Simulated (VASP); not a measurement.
A run of VASP 6.6.1:

File INCAR:

```
PREC = Accurate
ENCUT = 600
EDIFF = 1E-7
ISMEAR = 0
SIGMA = 0.03
LREAL = F
LASPH = T
NELM = 80
ALGO = Normal
ISIF = 3
LWAVE = F
LCHARG = F
GGA = CA
IBRION = 2
NSW = 90
EDIFFG = -0.005
KPAR = 4
```

Contents of KPOINTS:

```
regular mesh
0
Gamma
  6 6 6
```

The input POSCAR:

```
Nb4SiSb2                                
1.0
   -5.1321770060      5.1321770060      2.4333202504
    5.1321770060     -5.1321770060      2.4333202504
    5.1321770060      5.1321770060     -2.4333202504
  Nb              Si              Sb            
     8     2     4
Direct
     0.0856436795751924    0.7935849060149983    0.8792285855901908
     0.9143563204248076    0.2064150939850017    0.1207714144098093
     0.7935849060149983    0.9143563204248076    0.7079412264397987
     0.2064150939850017    0.0856436795751924    0.2920587735602012
     0.4143563204248076    0.2935849060149983    0.7079412264397987
     0.5856436795751924    0.7064150939850017    0.2920587735602012
     0.7064150939850017    0.4143563204248076    0.1207714144098093
     0.2935849060149983    0.5856436795751924    0.8792285855901908
     0.2500000000000000    0.2500000000000000    0.0000000000000000
     0.7500000000000000    0.7500000000000000    0.0000000000000000
     0.8600147204804638    0.6399852795195362    0.5000000000000000
     0.1399852795195361    0.3600147204804639    0.5000000000000000
     0.6399852795195362    0.1399852795195361    0.7799705590390793
     0.3600147204804639    0.8600147204804638    0.2200294409609208
```

Potentials or basis: VASP PAW LDA potentials, release 64 (Nb_sv, Si, Sb).

The run is started by

```console
$ cat potpaw_LDA.64/Nb_sv/POTCAR potpaw_LDA.64/Si/POTCAR potpaw_LDA.64/Sb/POTCAR > POTCAR
$ mpirun -np 4 vasp_std > vasp.out
```

Hardware: 4 MPI ranks on Intel(R) Xeon(R) Platinum 8559C (Emerald Rapids), on a shared host.

Q: Estimate the wall time of this run.

A: Run time: 13 min on 4 MPI ranks on Intel(R) Xeon(R) Platinum 8559C (Emerald Rapids), with other jobs on the host, peak memory 0.83 GiB a rank. Counts: scf iterations 49, k points 30, ion steps 6.
